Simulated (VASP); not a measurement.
Given:

```
K
1.0
   -2.59896     2.59896     2.59896
    2.59896    -2.59896     2.59896
    2.59896     2.59896    -2.59896
K
1
Cartesian
  0.00000   0.00000   0.00000
```

These are rev-vdW-DF2, VASP's PBE PAW potentials (set 64) (plane waves; VASP) values and carry that method's errors. Run with 520 eV cut-off, 9×9×9 Γ-centred mesh, first-order Methfessel-Paxton smearing of 0.10 eV, potentials K_sv.

Q: Predict the energy per atom (σ→0), band gap (on the k-mesh) with the smallest direct gap where there is one.

A: 
```
Property                                                    Result
------------------------  ----------------------------------------
band gap (on the k-mesh)  none (metal, semimetal or under 0.01 eV)
energy per atom (σ→0)                                0.934 eV/atom
```

The compound is K in the bcc structure. It was relaxed first. The start is the result of an earlier pass.
